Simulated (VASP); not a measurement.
VASP input:

POSCAR:
```
PtCl2
4.4005960
  0.0000000000   0.6965808247   0.7174782494
  0.7174782494   0.0000000000   0.7174782494
  0.7174782494   0.6965808247   0.0000000000
Pt Cl
1 2
Cartesian
  0.0000000000   0.0000000000   0.0000000000
  0.3587391247   0.3482904123   0.3587391247
  1.0762173741   1.0448712370   1.0762173741
```

KPOINTS:
```
Automatic mesh
0
Gamma
8 8 8
0 0 0
```

**INCAR**
```
SYSTEM = PtCl2
PREC = Accurate; ENCUT = 480; LREAL = .FALSE.
LASPH = .TRUE.
EDIFF = 1E-7; NELM = 100; ALGO = Normal
LMAXMIX = 6
ISMEAR = 1; SIGMA = 0.1
GGA = PS
ISIF = 2
LWAVE = .FALSE.; LCHARG = .FALSE.
```

POTCAR, in this order: Pt Cl (PBE.64 set). Program: vasp_std.

Q: Write an equivalent input for Ansatz.

A: One equivalent input (not run):
Ansatz 0.2 input:
```yaml
crystal:
  lattice:
    - [0.0000000, 3.0653708, 3.1573319]
    - [3.1573319, 0.0000000, 3.1573319]
    - [3.1573319, 3.0653708, 0.0000000]
  atoms:
    - { symbol: Pt, position: [0.0000000, 0.0000000, 0.0000000] }
    - { symbol: Cl, position: [0.2500000, 0.2500000, 0.2500000] }
    - { symbol: Cl, position: [0.7500000, 0.7500000, 0.7500000] }
kpoints:
  mp_grid: { grid: [8, 8, 8] }
hamiltonian:
  xc: pbesol
  pseudopotentials: { kind: paw }
scf:
  occupations: { method: methfessel_paxton, width: 0.1 }
  max_iter: 100
output: { forces: true, stress: true, eigenvalues: true }
```
The two are equivalent in intent, not identical: each code has its own PAW files, so the cut-off isn't converted (ENCUT is set for VASP's; basis.ecutwfc is left out, and Ansatz then takes the one that its files recommend); Ansatz stops its SCF on the density residual and VASP on the energy change (EDIFF).

The structure was generated: PtCl2 was put into the fluorite type (Fm-3m), which need not be its known phase. This cell was strained or had an atom moved on purpose.
